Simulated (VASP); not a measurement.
Output of a VASP run:

**OSZICAR**
```
       N       E                     dE             d eps       ncg     rms          rms(c)
DAV:   1     0.101214332376E+03    0.10121E+03   -0.84882E+03   520   0.121E+03
DAV:   2    -0.113840959186E+01   -0.10235E+03   -0.98050E+02   580   0.275E+02
DAV:   3    -0.503277579727E+01   -0.38944E+01   -0.38874E+01   635   0.563E+01
DAV:   4    -0.507041183142E+01   -0.37636E-01   -0.37632E-01   732   0.483E+00
DAV:   5    -0.507054493898E+01   -0.13311E-03   -0.13311E-03   610   0.259E-01    0.567E+00
DAV:   6    -0.484131517869E+01    0.22923E+00   -0.51365E-01   575   0.979E+00    0.462E+00
DAV:   7    -0.482624655727E+01    0.15069E-01   -0.11894E-01   585   0.260E+00    0.187E+00
DAV:   8    -0.482659263448E+01   -0.34608E-03   -0.10835E-02   535   0.146E+00    0.494E-01
DAV:   9    -0.482684105995E+01   -0.24843E-03   -0.91590E-04   618   0.364E-01    0.135E-01
DAV:  10    -0.482690707106E+01   -0.66011E-04   -0.12982E-04   565   0.109E-01    0.667E-02
DAV:  11    -0.482695017272E+01   -0.43102E-04   -0.90070E-05   548   0.708E-02    0.358E-02
DAV:  12    -0.482694805360E+01    0.21191E-05   -0.55607E-06   631   0.213E-02    0.188E-02
DAV:  13    -0.482694795081E+01    0.10279E-06   -0.70236E-07   565   0.475E-03    0.114E-02
DAV:  14    -0.482694799463E+01   -0.43823E-07   -0.11520E-06   530   0.785E-03    0.488E-03
DAV:  15    -0.482694800070E+01   -0.60670E-08   -0.73397E-08   450   0.291E-03
   1 F= -.48269480E+01 E0= -.48269480E+01  d E =-.955071E-11
```

**OUTCAR**
```
------------------------ aborting loop because EDIFF is reached ----------------------------------------
  FORCE on cell =-STRESS in cart. coord.  units (eV):
  Direction    XX          YY          ZZ          XY          YZ          ZX
  --------------------------------------------------------------------------------------
  Total        1.0865170      1.0865170      1.0865170     -0.0000000      0.0000000     -0.0000000
  in kB       25.5224422     25.5224422     25.5224422     -0.0000000      0.0000000     -0.0000000
  external PRESSURE =      25.5224422 kB  Pullay stress =       0.0000000 kB
  volume of cell :       68.21
      direct lattice vectors                 reciprocal lattice vectors
     0.000000000  3.242885559  3.242885559    -0.154183671  0.154183671  0.154183671
     3.242885559  0.000000000  3.242885559     0.154183671 -0.154183671  0.154183671
     3.242885559  3.242885559  0.000000000     0.154183671  0.154183671 -0.154183671
  FREE ENERGIE OF THE ION-ELECTRON SYSTEM (eV)
  ---------------------------------------------------
  free  energy   TOTEN  =        -4.8269480007 eV

  energy  without entropy=       -4.8269480007  energy(sigma->0) =       -4.82694800
```
(Selected blocks of OUTCAR.)

POSCAR:
```
CdTe
1
    0.0000000000     3.2428855592     3.2428855592
    3.2428855592     0.0000000000     3.2428855592
    3.2428855592     3.2428855592     0.0000000000
Cd Te
1 1
Direct
  0.0000000000   0.0000000000   0.0000000000
  0.2500000000   0.2500000000   0.2500000000
```

Problem. Write an INCAR and KPOINTS that could have produced this output.

Solution. One answer among several that fit: the input of the run itself, PW91 GGA, plane waves, VASP's PBE PAW potentials (set 64).

**KPOINTS**
```
Automatic mesh
0
Gamma
7 7 7
0 0 0
```

INCAR:
```
# general
SYSTEM  = CdTe
PREC    = Accurate
ENCUT   = 520
LREAL   = .False.
LASPH   = .True.

# electronic loop
EDIFF   = 1E-7
NELM    = 100
ALGO    = Normal
LMAXMIX = 4

# smearing
ISMEAR  = 0
SIGMA   = 0.05

# functional
GGA     = 91

# ions
ISIF    = 2

# output
LWAVE   = .False.
LCHARG  = .False.
```

POTCAR, in this order: Cd Te (PBE.64 set). Program: vasp_std.

The compound is CdTe in the zinc blende structure. This cell is one point of a volume scan, at 0.94 of the reference volume.
